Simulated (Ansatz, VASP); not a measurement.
# SnGeSe3 in VASP and in Ansatz

File INCAR:

```
ALGO = Fast
EDIFF = 1E-6
ENCUT = 520
GGA = PE
ISIF = 2
ISMEAR = 0
LASPH = T
LCHARG = F
LREAL = F
LWAVE = F
NBANDS = 31
NELM = 100
PREC = Accurate
SIGMA = 0.05
```

File KPOINTS:

```
k-points
0
Gamma
  4 4 4
```

Contents of POSCAR:

```
SnGeSe3
1.0
    5.3178770365      0.0000000000      0.0000000000
    0.0000000000      5.3178770365      0.0000000000
    0.0000000000      0.0000000000      5.3178770365
Sn Ge Se
1 1 3
Direct
    0.0000000000      0.0000000000      0.0000000000
    0.5000000000      0.5000000000      0.5000000000
    0.5000000000      0.5000000000      0.0000000000
    0.5000000000      0.0000000000      0.5000000000
    0.0000000000      0.5000000000      0.5000000000
```

Input for Ansatz:

```yaml
crystal:
  lattice:
    - [5.3178770365, 0.0, 0.0]
    - [0.0, 5.3178770365, 0.0]
    - [0.0, 0.0, 5.3178770365]
  atoms:
    - { symbol: Sn, position: [0.0, 0.0, 0.0] }
    - { symbol: Ge, position: [0.5, 0.5, 0.5] }
    - { symbol: Se, position: [0.5, 0.5, 0.0] }
    - { symbol: Se, position: [0.5, 0.0, 0.5] }
    - { symbol: Se, position: [0.0, 0.5, 0.5] }
basis:
  ecutwfc: 420
kpoints:
  mp_grid: { grid: [4, 4, 4] }
hamiltonian:
  xc: pbe
scf:
  occupations: { method: gaussian, width: 0.05 }
output:
  forces: true
  stress: true
  eigenvalues: true
```

The cell comes from a database or a generator and needn't be the stable form of this composition.

Alike in both runs: task single point; functional PBE; k mesh 4 × 4 × 4; occupations gaussian, width 0.05 eV; no spin polarisation.

|  | VASP | Ansatz |
| --- | --- | --- |
| version | VASP 6.6.1 | Ansatz 0.2.0 |
| potentials or method | VASP PAW PBE potentials, release 64 (Sn_d, Ge_d, Se) | scalar-relativistic, plane waves, PAW |
| plane-wave cutoff (eV) | 520 | 420 |
| valence electrons in the cell | 46 | 76 |

Ansatz gave:

```
gap on the k mesh at the Fermi level (eV) : none
pressure (GPa)                            : -5.6
```

Q: Estimate VASP's values.

A: gap on the k mesh at the Fermi level (eV): none; pressure (GPa): -5.5.

A gap of «none» marks a metal or a gap that the smearing closes. With one functional, cell and mesh, what is left measures potentials, basis and numerics. The two sets of potentials don't hold the same shells in valence.
